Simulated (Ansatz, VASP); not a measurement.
# InGe10H (Ge(111)-(1x1)-In, top site, H below) in two plane-wave programs, part 2 of 3

One calculation is typed for both programs; each brings its own data sets. How far apart do they land? Of the first pair: The structure shown is the start of the Ansatz relaxation below; VASP solves that cell, so the two are compared at the walk's first step.

VASP 6.6.1 and Ansatz 0.2.0.

So far: Set-up; Ansatz: relaxation, LDA.

### Step 3. VASP: single point, LDA, start cell, pair 1

Level of this step: LDA; plane waves and PAW (H, Ge_d, In_d) (VASP).

The same cell, functional (in two slightly different forms), mesh and smearing now go to VASP, with its own data sets.

Lines of VASP's logs that name or quote its potential files are left out, and so is its time.

INCAR reads:

```
SYSTEM = InGe10H
PREC = Accurate
ENCUT = 410
EDIFF = 1E-06
NELM = 120
ISMEAR = -1
SIGMA = 0.1
LREAL = .FALSE.
ALGO = Normal
GGA = PW92
NBANDS = 95
LORBIT = 11
LWAVE = .FALSE.
LCHARG = .FALSE.
ISIF = 2
LDIPOL = .TRUE.
IDIPOL = 3
DIPOL = 0.5 0.5 0.484
LVHAR = .TRUE.
LASPH = .TRUE.
GGA_COMPAT = .FALSE.
NELMDL = -8
KPAR = 2
```

POSCAR reads:

```
InGe10H
1.0
    4.0022243800      0.0000000000      0.0000000000
   -2.0011121900      3.4660279900      0.0000000000
    0.0000000000      0.0000000000     36.0081607254
H Ge In
1 10 1
Direct
    0.0000000000      0.0000000000      0.2499433411
    0.0000000000      0.0000000000      0.2916005647
    0.6666666667      0.3333333333      0.3142885049
    0.6666666667      0.3333333333      0.3823522980
    0.3333333333      0.6666666667      0.4050402105
    0.3333333333      0.6666666667      0.4731040036
    0.0000000000      0.0000000000      0.4957919438
    0.0000000000      0.0000000000      0.5638557369
    0.6666666667      0.3333333333      0.5865436494
    0.6666666667      0.3333333333      0.6546074425
    0.3333333333      0.6666666667      0.6772953827
    0.3333333333      0.6666666667      0.7500566665
```

KPOINTS reads:

```
Automatic mesh
0
Gamma
12 12 1
0 0 0
```

PAW data sets: H, Ge_d and In_d (LDA family, release 64).

Launch:

```bash
> mpirun -np 2 vasp_std
```

Numbers of over 12 decimals in the logs are rounded to 6 here.

Output:

```text
[banner, memory and clock lines left out]
running    2 mpi-ranks, on    1 nodes
 distrk:  each k-point on    1 cores,    2 groups
 distr:  one band on    1 cores,    1 groups

 POSCAR found type information on POSCAR H GeIn
 POSCAR found :  3 types and      12 ions
|                                                                             |
|               ----> ADVICE to this user running VASP <----                  |
|                                                                             |
|     You enforced a specific xc type in the INCAR file but a different       |
|     [... a line on the potential file left out ...]
|     I HOPE YOU KNOW WHAT YOU ARE DOING!                                     |
|                                                                             |

 LDA part: xc-table for (Slater(with rela. corr.)+PW92), standard interpolation
 POSCAR, INCAR and KPOINTS ok, starting setup
 FFT: planning ... GRIDC
 FFT: planning ... GRID_SOFT
 FFT: planning ... GRID
 WAVECAR not read
 entering main loop
       N       E                     dE             d eps       ncg     rms          rms(c)
DAV:   1     0.181429383570E+04    0.18143E+04   -0.67877E+04  4721   0.295E+03
DAV:   2     0.317250133486E+03   -0.14970E+04   -0.14390E+04  3962   0.884E+02
DAV:   3    -0.232578374406E+02   -0.34051E+03   -0.33075E+03  4368   0.239E+02
DAV:   4    -0.567867452001E+02   -0.33529E+02   -0.33145E+02  4349   0.847E+01
DAV:   5    -0.583894110625E+02   -0.16027E+01   -0.15991E+01  4517   0.214E+01
DAV:   6    -0.584714705006E+02   -0.82059E-01   -0.82051E-01  5502   0.441E+00
DAV:   7    -0.584729694144E+02   -0.14989E-02   -0.14989E-02  5709   0.523E-01
DAV:   8    -0.584730276702E+02   -0.58256E-04   -0.58256E-04  5597   0.975E-02    0.828E+00
DAV:   9    -0.582410209885E+02    0.23201E+00   -0.45961E+00  5052   0.427E+01    0.493E+00
DAV:  10    -0.784957311628E+02   -0.20255E+02   -0.54984E+01  5744   0.778E+01    0.117E+01
DAV:  11    -0.575761552668E+02    0.20920E+02   -0.18785E+02  5765   0.246E+01    0.348E+00
DAV:  12    -0.570362414969E+02    0.53991E+00   -0.59204E+00  5348   0.101E+01    0.168E+00
DAV:  13    -0.569805102885E+02    0.55731E-01   -0.76496E-01  4716   0.406E+00    0.915E-01
DAV:  14    -0.569476215504E+02    0.32889E-01   -0.10719E-01  4756   0.293E+00    0.993E-01
[...]
DAV:  31    -0.568884250496E+02   -0.13139E-04   -0.11078E-05  4023   0.300E-02    0.692E-03
DAV:  32    -0.568884465077E+02   -0.21458E-04   -0.45852E-06  3047   0.898E-02    0.521E-03
DAV:  33    -0.568884630728E+02   -0.16565E-04   -0.71340E-06  3192   0.105E-01    0.449E-03
DAV:  34    -0.568884643537E+02   -0.12809E-05   -0.45378E-06  3478   0.155E-02    0.573E-03
DAV:  35    -0.568884659118E+02   -0.15581E-05   -0.44139E-07  2446   0.979E-03    0.526E-03
DAV:  36    -0.568884688081E+02   -0.28963E-05   -0.17269E-07  2574   0.211E-02    0.392E-03
DAV:  37    -0.568884723330E+02   -0.35249E-05   -0.11116E-06  2750   0.613E-02    0.143E-03
DAV:  38    -0.568884723726E+02   -0.39588E-07   -0.91012E-07  2629   0.946E-03
   1 F= -.56888472E+02 E0= -.56840181E+02  d E =-.965835E-01
```

From OUTCAR (step 3):

```text
ion  position               nearest neighbor table
   1  0.000  0.000  0.250-   2 1.50
   2  0.000  0.000  0.292-   1 1.50   3 2.45   3 2.45   3 2.45
   3  0.667  0.333  0.314-   4 2.45   2 2.45   2 2.45   2 2.45
   4  0.667  0.333  0.382-   5 2.45   5 2.45   5 2.45   3 2.45
   5  0.333  0.667  0.405-   4 2.45   4 2.45   4 2.45   6 2.45
   6  0.333  0.667  0.473-   5 2.45   7 2.45   7 2.45   7 2.45
   7  0.000  0.000  0.496-   8 2.45   6 2.45   6 2.45   6 2.45
   8  0.000  0.000  0.564-   9 2.45   9 2.45   9 2.45   7 2.45
   9  0.667  0.333  0.587-   8 2.45   8 2.45   8 2.45  10 2.45
  10  0.667  0.333  0.655-   9 2.45  11 2.45  11 2.45  11 2.45
  11  0.333  0.667  0.677-  10 2.45  10 2.45  10 2.45  12 2.62
  12  0.333  0.667  0.750-  11 2.62

  LATTYP: Found a hexagonal cell.
 ALAT       =     4.0022243800
 C/A-ratio  =     8.9970369741

 Subroutine GETGRP returns: Found  6 space group operations
 (whereof  6 operations were pure point group operations)

The static configuration has the point symmetry C_3v.

 Found     19 irreducible k-points:

   k-points           NKPTS =     19   k-points in BZ     NKDIM =     19   number of bands    NBANDS=     95

   dimension x,y,z NGX =    28 NGY =   28 NGZ =  240
   dimension x,y,z NGXF=    56 NGYF=   56 NGZF=  480

   ENCUT  =  410.0 eV  30.13 Ry    5.49 a.u.   6.61  6.61 59.45*2*pi/ulx,y,z

   NELECT =     154.0000    total number of electrons

 k-points in reciprocal lattice and weights: Automatic mesh
   0.00000000  0.00000000  0.00000000       0.007
   0.08333333  0.00000000  0.00000000       0.042
   0.16666667 -0.00000000  0.00000000       0.042
   0.25000000 -0.00000000  0.00000000       0.042
   0.33333333  0.00000000  0.00000000       0.042
   0.41666667  0.00000000  0.00000000       0.042
   0.50000000 -0.00000000  0.00000000       0.021
   0.08333333  0.08333333  0.00000000       0.042
   0.16666667  0.08333333  0.00000000       0.083
[...]
0.33333333  0.25000000  0.00000000       0.083
   0.33333333  0.33333333  0.00000000       0.014

 dipolmoment           0.000000      0.000000      0.040292 electrons x Angstroem

 average (electrostatic) potential at core
       1 -36.7007       2 -79.7635       3 -79.7757       4 -79.8374       5 -79.8320
       6 -79.8009       7 -79.7861       8 -79.6876       9 -79.6855      10 -79.5252
      11 -79.2959      12-100.3727

 E-fermi :   0.1509

 k-point     1 :       0.0000    0.0000    0.0000
  band No.  band energies     occupation
    ...
     71      -0.3582      1.98776
     72      -0.3582      1.98776
     73      -0.0508      1.76497
     74       0.0027      1.62950
     75       0.0027      1.62950
     76       0.3062      0.34906
     77       0.3062      0.34906
     78       0.4941      0.06259
     79       0.7450      0.00524
     80       0.8903      0.00123
    ...

 k-point     2 :       0.0833    0.0000    0.0000
  band No.  band energies     occupation
    ...
     73      -0.5110      1.99733
     74      -0.4704      1.99600
     75      -0.1333      1.88976
     76       0.1351      1.07880
     77       0.1787      0.86196
     78       1.2568      0.00003
     79       1.4903      0.00000
     80       1.6157      0.00000
     81       1.7614      0.00000
     82       2.0173      0.00000
    ...

 k-point     3 :       0.1667   -0.0000    0.0000
  band No.  band energies     occupation
    ...
     73      -0.9072      1.99995
     74      -0.8726      1.99993
     75      -0.4707      1.99601
     76      -0.1442      1.90058
     77      -0.0178      1.68766
     78       1.6865      0.00000
     79       1.9385      0.00000
     80       2.0209      0.00000
     81       2.1617      0.00000
     82       2.2477      0.00000
    ...

  Total       -4.5701255     -4.5701255      0.3416146      0.0000000      0.0000000     -0.0000000
  in kB      -14.6589974    -14.6589974      1.0957529      0.0000000      0.0000000     -0.0000000
  external PRESSURE =      -9.4074140 kB  Pullay stress =       0.0000000 kB

  energy-cutoff  :      410.00
  volume of cell :      499.50
      direct lattice vectors                 reciprocal lattice vectors
     4.002224380  0.000000000  0.000000000     0.249861054  0.144257346  0.000000000
    -2.001112190  3.466027990  0.000000000     0.000000000  0.288514693  0.000000000
     0.000000000  0.000000000 36.008160725     0.000000000  0.000000000  0.027771482

 POSITION                                       TOTAL-FORCE (eV/Angst)
 -----------------------------------------------------------------------------------
      0.00000      0.00000      9.00000         0.000000     -0.000000     -0.804577
      0.00000      0.00000     10.50000         0.000000      0.000000      1.133522
      2.00111      1.15534     11.31695        -0.000000     -0.000000     -0.102891
      2.00111      1.15534     13.76780         0.000000     -0.000000     -0.129659
     -0.00000      2.31069     14.58475        -0.000000      0.000000      0.024294
     -0.00000      2.31069     17.03561        -0.000000     -0.000000     -0.065901
      0.00000      0.00000     17.85256        -0.000000     -0.000000      0.031776
      0.00000      0.00000     20.30341         0.000000     -0.000000     -0.024418
      2.00111      1.15534     21.12036         0.000000     -0.000000      0.005848
      2.00111      1.15534     23.57121        -0.000000      0.000000     -0.102359
     -0.00000      2.31069     24.38816         0.000000     -0.000000     -0.477741
     -0.00000      2.31069     27.00816        -0.000000     -0.000000      0.512105
 -----------------------------------------------------------------------------------
    total drift:                                0.000001     -0.000001     -0.005225

  FREE ENERGIE OF THE ION-ELECTRON SYSTEM (eV)
  ---------------------------------------------------
  free  energy   TOTEN  =       -56.8884723726 eV

  energy  without entropy=      -56.7918888308  energy(sigma->0) =      -56.84018060

 vacuum level on the upper side and lower side of the slab         5.078         4.552

 total charge
# of ion       s       p       d       tot
------------------------------------------
    1        0.536   0.015   0.000   0.551
    2        1.122   1.356  10.038  12.516
    3        1.132   1.276  10.020  12.427
    4        1.139   1.264  10.022  12.425
    5        1.142   1.261  10.022  12.425
    6        1.144   1.259  10.022  12.425
    7        1.145   1.257  10.022  12.424
    8        1.147   1.257  10.022  12.425
    9        1.150   1.244  10.024  12.418
   10        1.145   1.244  10.025  12.414
   11        1.163   1.255  10.012  12.430
   12        1.051   0.397   9.838  11.286
--------------------------------------------------
tot         13.015  13.085 110.068 136.167

[... 3 further parts left out ...]
```

### Step 4. Side by side

Known differences besides the potentials themselves: the cutoff is 420 eV in Ansatz and 410 eV in VASP; VASP's log shows a relativistic correction to its local exchange, Ansatz's none. Total energies have different zeros and are not compared.

Forces on 7 of the 12 atoms, those with the largest forces and the largest differences (eV/Å; atoms numbered as in POSCAR):

| atom | Ansatz x, y, z | VASP x, y, z |
| --- | --- | --- |
| H1 | 0.000, 0.000, -0.785 | 0.000, 0.000, -0.805 |
| Ge2 | 0.000, 0.000, 1.121 | 0.000, 0.000, 1.134 |
| Ge3 | 0.000, 0.000, -0.104 | 0.000, 0.000, -0.103 |
| Ge4 | 0.000, 0.000, -0.133 | 0.000, 0.000, -0.130 |
| Ge10 | 0.000, 0.000, -0.101 | 0.000, 0.000, -0.102 |
| Ge11 | 0.000, 0.000, -0.480 | 0.000, 0.000, -0.478 |
| In12 | 0.000, 0.000, 0.508 | 0.000, 0.000, 0.512 |

The forces differ by 4.0 meV/Å r.m.s., which is 1.5 % of the r.m.s. force of 0.262 eV/Å (both taken over all components). With vacuum in the cell, a pressure given here is an average over mostly empty space and none of the material.

### Step 5. Ansatz: relaxation, LDA

This run makes the geometry at which the two programs are then compared.

The structure compared here is the end of the Ansatz relaxation.

input.yaml reads:

```yaml
crystal:
  lattice:
    - [4.00222438, 0.0, 0.0]
    - [-2.00111219, 3.46602799, 0.0]
    - [0.0, 0.0, 36.0081607254]
  atoms:
    - { symbol: H, position: [0.0, 0.0, 0.2499433411] }
    - { symbol: Ge, position: [0.0, 0.0, 0.2916005647] }
    - { symbol: Ge, position: [0.66666667, 0.33333333, 0.3142884947] }
    - { symbol: Ge, position: [0.66666667, 0.33333333, 0.3823522848] }
    - { symbol: Ge, position: [0.33333333, 0.66666667, 0.4050402148] }
    - { symbol: Ge, position: [0.33333333, 0.66666667, 0.4731040049] }
    - { symbol: Ge, position: [0.0, 0.0, 0.4957919349] }
    - { symbol: Ge, position: [0.0, 0.0, 0.563855725] }
    - { symbol: Ge, position: [0.66666667, 0.33333333, 0.586543655] }
    - { symbol: Ge, position: [0.66666667, 0.33333333, 0.6546074451] }
    - { symbol: Ge, position: [0.33333333, 0.66666667, 0.6772953751] }
    - { symbol: In, position: [0.33333333, 0.66666667, 0.7500566589] }
kpoints:
  mp_grid: { grid: [12, 12, 1] }
hamiltonian:
  xc: lda
scf:
  occupations: { method: fermi_dirac, width: 0.1 }
  convergence: { dr2_threshold: 1.0e-08 }
efield:
  axis: 3
  dipole_correction: true
  ramp_position: 0.97
  ramp_width: 0.06
relax:
  f_tol: 0.01
  max_steps: 60
  constraints: [{ sites: [1, 2, 3, 4] }]
output:
  write_potential: true
  write_density: true
  volumetric_format: npy
```

Launch:

```bash
> ansatz run input.yaml --threads 4 --pin off --max-ram 12288MiB --backend cpu --events-out ev --progress --plain --runs-dir out
```

Output:

```text
[...]
Crystal: 12 atoms, lattice volume = 499.499 Å³
Basis set: ecut = 420 eV, 9841 PW (Γ)
Bands: 93, of which v1, the nominal top of the filled ones, is band 77 counted from 1 (76 counted from 0)
Symmetry: 6 space group operations
[...]
k-points: 19 of 144 (time reversal used)
[...]
- { symbol: Ge, position: [0.333333, 0.666667, 0.472624] }
[...]
- { symbol: Ge, position: [-8.69763400614876e-19, -3.8967007277142467e-19, 0.562842] }
    - { symbol: Ge, position: [0.666667, 0.333333, 0.585306] }
    - { symbol: Ge, position: [0.666667, 0.333333, 0.653072] }
    - { symbol: Ge, position: [0.333333, 0.666667, 0.675928] }
    - { symbol: In, position: [0.333333, 0.666667, 0.751758] }
[key lines of the parts left out:]
SCF converged after 7 iterations
Free energy (F): -47628.291855 eV
Fermi energy:    1.877910 eV
Dipole field:    D = -0.009009 V/Å  (p = -0.024869 e·Å, saw-weighted, corrected)
Work function:   Φ+ = 4.8213 eV   Φ− = 4.4969 eV
```

### Step 6. VASP: single point, LDA, relaxed cell, pair 2

The same cell, functional (in two slightly different forms), mesh and smearing now go to VASP, with its own data sets.

INCAR is that of step 3.

POSCAR reads:

```
InGe10H
1.0
    4.0022243830      0.0000000000      0.0000000000
   -2.0011121915      3.4660279874      0.0000000000
    0.0000000000      0.0000000000     36.0081607254
H Ge In
1 10 1
Direct
    0.0000000000      0.0000000000      0.2486006826
    0.0000000000      0.0000000000      0.2916005647
    0.6666666667      0.3333333333      0.3142884947
    0.6666666667      0.3333333333      0.3823522848
    0.3333333333      0.6666666667      0.4050402148
    0.3333333333      0.6666666667      0.4726238910
    0.0000000000      0.0000000000      0.4951205913
    0.0000000000      0.0000000000      0.5628421889
    0.6666666667      0.3333333333      0.5853055586
    0.6666666667      0.3333333333      0.6530724725
    0.3333333333      0.6666666667      0.6759284752
    0.3333333333      0.6666666667      0.7517579507
```

KPOINTS is that of step 3.

Launch:

```bash
> mpirun -np 2 vasp_std
```

Output:

```text
[banner, memory and clock lines left out]
running    2 mpi-ranks, on    1 nodes
[...]
[... a notice as in an earlier step ...]

 LDA part: xc-table for (Slater(with rela. corr.)+PW92), standard interpolation
 POSCAR, INCAR and KPOINTS ok, starting setup
[...]
entering main loop
       N       E                     dE             d eps       ncg     rms          rms(c)
DAV:   1     0.181303673089E+04    0.18130E+04   -0.67742E+04  4717   0.295E+03
DAV:   2     0.317061040514E+03   -0.14960E+04   -0.14383E+04  3978   0.880E+02
DAV:   3    -0.240484842733E+02   -0.34111E+03   -0.33184E+03  4481   0.239E+02
DAV:   4    -0.568421013893E+02   -0.32794E+02   -0.32477E+02  4292   0.842E+01
[...]
DAV:  35    -0.569363841439E+02   -0.44404E-05   -0.35163E-07  2631   0.968E-03    0.158E-03
DAV:  36    -0.569363854317E+02   -0.12878E-05   -0.40928E-07  2548   0.547E-03    0.193E-03
DAV:  37    -0.569363860182E+02   -0.58652E-06   -0.16198E-07  2366   0.321E-03
   1 F= -.56936386E+02 E0= -.56886321E+02  d E =-.100131E+00
```

OUTCAR, selected parts (step 6):

```text
  Total       -4.5282626     -4.5282626     -1.3587912      0.0000000      0.0000000     -0.0000000
  in kB      -14.5247193    -14.5247193     -4.3584178      0.0000000      0.0000000     -0.0000000
  external PRESSURE =     -11.1359521 kB  Pullay stress =       0.0000000 kB

 POSITION                                       TOTAL-FORCE (eV/Angst)
 -----------------------------------------------------------------------------------
      0.00000      0.00000      8.95165         0.000000     -0.000000     -0.014926
      0.00000      0.00000     10.50000         0.000000     -0.000000      0.358493
      2.00111      1.15534     11.31695         0.000000     -0.000000     -0.124265
      2.00111      1.15534     13.76780        -0.000000      0.000000     -0.142303
     -0.00000      2.31069     14.58475         0.000000      0.000000     -0.089508
     -0.00000      2.31069     17.01832         0.000000     -0.000000      0.004339
      0.00000      0.00000     17.82838        -0.000000     -0.000000     -0.002712
      0.00000      0.00000     20.26691         0.000000     -0.000000      0.000450
      2.00111      1.15534     21.07578        -0.000000      0.000000      0.001519
      2.00111      1.15534     23.51594        -0.000000     -0.000000      0.002808
     -0.00000      2.31069     24.33894        -0.000000     -0.000000      0.000376
     -0.00000      2.31069     27.06942        -0.000000     -0.000000      0.005730
 -----------------------------------------------------------------------------------
    total drift:                               -0.000001     -0.000002      0.005683

  FREE ENERGIE OF THE ION-ELECTRON SYSTEM (eV)
  ---------------------------------------------------
  free  energy   TOTEN  =       -56.9363860182 eV

  energy  without entropy=      -56.8362554199  energy(sigma->0) =      -56.88632072

[... 1 part as in an earlier step ...]

[... 2 further parts left out ...]
[key lines of the parts left out:]
E-fermi :   0.1400
```

### Step 7. Differences

Compared:

| quantity | Ansatz | VASP | difference |
| --- | --- | --- | --- |
| work function, lower of the two faces (eV) | 4.50 | 4.49 | 0.00 |
| work function, higher of the two faces (eV) | 4.82 | 4.82 | 0.00 |

Forces on 7 of the 12 atoms, those with the largest forces and the largest differences (eV/Å; atoms numbered as in POSCAR):

| atom | Ansatz x, y, z | VASP x, y, z |
| --- | --- | --- |
| H1 | 0.000, 0.000, 0.002 | 0.000, 0.000, -0.015 |
| Ge2 | 0.000, 0.000, 0.350 | 0.000, 0.000, 0.358 |
| Ge3 | 0.000, 0.000, -0.124 | 0.000, 0.000, -0.124 |
| Ge4 | 0.000, 0.000, -0.144 | 0.000, 0.000, -0.142 |
| Ge5 | 0.000, 0.000, -0.086 | 0.000, 0.000, -0.090 |
| Ge6 | 0.000, 0.000, 0.000 | 0.000, 0.000, 0.004 |
| In12 | 0.000, 0.000, 0.002 | 0.000, 0.000, 0.006 |

The forces differ by 3.3 meV/Å r.m.s., which is 4.8 % of the r.m.s. force of 0.069 eV/Å (both taken over all components). With vacuum in the cell, a pressure given here is an average over mostly empty space and none of the material.

(Continued in part 3 of 3.)

[Lines on the potential files, build, host, timing and source positions are cut from VASP's logs without a mark.]

[Logs are printed without paths, hosts, clocks, repeated set-up lines and the standing remarks that a program may print on its own settings, such as how far it seeks lower states.]

[Hosts, paths, dates, database ids (printed as entryN), source tags and the programs' standing remarks are cut or masked in the printed files.]
